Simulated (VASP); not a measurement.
OSZICAR of a VASP run on NiSb (NiAs type):

**OSZICAR**
```
       N       E                     dE             d eps       ncg     rms          rms(c)
DAV:   1     0.156856627102E+03    0.15686E+03   -0.10920E+04  5168   0.134E+03
DAV:   2    -0.657782944037E+01   -0.16343E+03   -0.15945E+03  5261   0.292E+02
DAV:   3    -0.146461203186E+02   -0.80683E+01   -0.79145E+01  5770   0.857E+01
DAV:   4    -0.148061280247E+02   -0.16001E+00   -0.15956E+00  5625   0.113E+01
DAV:   5    -0.148105883723E+02   -0.44603E-02   -0.44598E-02  6081   0.198E+00    0.880E+00
DAV:   6    -0.146917312729E+02    0.11886E+00   -0.28790E+00  5608   0.319E+01    0.475E+00
DAV:   7    -0.145085231527E+02    0.18321E+00   -0.20408E+00  5612   0.291E+01    0.452E+00
DAV:   8    -0.144074151548E+02    0.10111E+00   -0.64636E-01  5911   0.128E+01    0.473E-01
DAV:   9    -0.144068811057E+02    0.53405E-03   -0.21649E-02  5738   0.160E+00    0.269E-01
DAV:  10    -0.144068703651E+02    0.10741E-04   -0.42282E-03  5610   0.803E-01    0.103E-01
DAV:  11    -0.144068443906E+02    0.25974E-04   -0.43628E-04  5859   0.355E-01    0.275E-02
DAV:  12    -0.144068402981E+02    0.40925E-05   -0.37863E-05  6691   0.110E-01    0.122E-02
DAV:  13    -0.144068396192E+02    0.67893E-06   -0.43884E-06  5447   0.294E-02
   1 F= -.14406840E+02 E0= -.14406468E+02  d E =-.111572E-02
```

Question: Which electronic solver shows in the log?

Answer: It is blocked Davidson (ALGO = Normal, or the opening steps of other solvers). The INCAR had ALGO = Normal.

Question: How was spin treated?

Answer: Without spin polarisation: there is no mag entry.

Question: Can the final energy be trusted as converged?

Answer: The run converged. It stopped with EDIFF = 1E-6, NELM = 100 (PBE GGA + U (Dudarev), plane waves, VASP's PBE PAW potentials (set 64)).

The compound is NiSb in the NiAs type structure. The cell was not relaxed at this level, atoms are displaced from their ideal sites. The run is one of a series of settings (LDAU = .TRUE., LDAUJ = 0 0, LDAUL = 2 -1, LDAUTYPE = 2, LDAUU = 5.0 0, LMAXMIX = 2 against the base run), some of them coarse on purpose. The run is not spin-polarised, so no magnetic state was tried.
